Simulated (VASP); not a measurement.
Runs of VASP 6.6.1 on HfB4. All rows change the cell; the cell of one of them follows. Symmetry: P6/mmm, No. 191, hexagonal system. Conventional cell: a = 3.092 Å, b = 3.092 Å, c = 5.286 Å, α = 90.00°, β = 90.00°, γ = 120.00°. Hf (site symmetry 6/mmm) is surrounded by 12 B at 2.46 Å. Around B (site symmetry 3m) lie 4 B at 1.79 to 1.91 Å. The cell was built by a generator and needn't be a form met in nature.

```csv
task,cell,k mesh,cutoff (eV),mesh quality,gap on the mesh (eV),pressure (GPa),relaxed volume (Å³/atom),largest force (eV/Å)
single point,"sheets of the MB2-sandwich type stacked, one a cell (P6/mmm, No. 191)",6 × 6 × 4,520,coarse,none,-0.1,-,0.01
single point,"sheets of the MB2-sandwich type stacked, one a cell (P6/mmm, No. 191)",15 × 15 × 8,520,not flagged,none,-0.1,-,0.01
relaxation of cell and atoms,"relaxed from: sheets of the MB2-sandwich type stacked, one a cell (P6/mmm, No. 191)",6 × 6 × 4,600,coarse,none,0.1,8.74,-
relaxation of cell and atoms,"relaxed from: sheets of the MB2-sandwich type stacked, one a cell (P6/mmm, No. 191)",15 × 15 × 8,600,not flagged,none,0.0,(a),0.01
```

Alike in all rows: level PBE+D3(BJ); potentials or basis VASP PAW PBE potentials, release 64 (Hf_pv, B); no spin polarisation; smearing gaussian 0.1 eV.

Estimate the missing entries.

(a) 8.75.

Caveats: some runs use coarse meshes; pairwise dispersion overbinds metals, which lowers pressure and volume (some runs); the volume moved by over 15 % at a fixed basis, so the end points are rough (some runs).

A k mesh can miss the band edges, and the runs leave out spin-orbit coupling on Hf.

A gap of «none» marks a metal or a gap under the smearing width.
